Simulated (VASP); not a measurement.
Given:

```
CaO
1.0
    0.00000     2.45310     2.45310
    2.45310     0.00000     2.45310
    2.45310     2.45310     0.00000
Ca O
1 1
Cartesian
  0.00000   0.00000   0.00000
  2.45310   2.45310   2.45310
```

Method: PBE GGA, VASP's PBE PAW potentials (set 64) (plane waves; VASP). Numerical set-up: 520 eV cut-off, 7×7×7 Γ-centred mesh, Gaussian smearing of 0.050 eV, potentials Ca_sv O.

### Question
Give the stress tensor in GPa (positive for a compressed cell).

### Answer

```
-3.99   0.00   0.00
 0.00  -3.99   0.00
 0.00   0.00  -3.99
```
The pressure is its mean diagonal, -3.99 GPa.

The compound is CaO in the rock salt structure. The cell was not relaxed at this level.
